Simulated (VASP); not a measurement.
Here is the system:

```yaml
crystal:
  lattice:
    - [0.00000, 2.46124, 2.46124]
    - [2.46124, 0.00000, 2.46124]
    - [2.46124, 2.46124, 0.00000]
  atoms:
    - { symbol: Hf, position: [0.00000, 0.00000, 0.00000] }
    - { symbol: O, position: [0.25000, 0.25000, 0.25000] }
    - { symbol: O, position: [0.75000, 0.75000, 0.75000] }
```

These are MS2 meta-GGA, VASP's PBE PAW potentials (set 64) (plane waves; VASP 6.6.1) values and carry that method's errors. Run with 520 eV cut-off, 8×8×8 Γ-centred mesh, Gaussian smearing of 0.050 eV, potentials Hf_pv O.

### Question
Give the stress tensor in GPa (positive for a compressed cell).

### Answer

```
19.48   0.00   0.00
 0.00  19.48   0.00
 0.00   0.00  19.48
```
The pressure is its mean diagonal, 19.48 GPa.

The compound is HfO2 in the fluorite structure, the high-temperature cubic form, which is unstable at 0 K; the monoclinic form is the stable one. This cell is one point of a volume scan, at 0.94 of the reference volume.
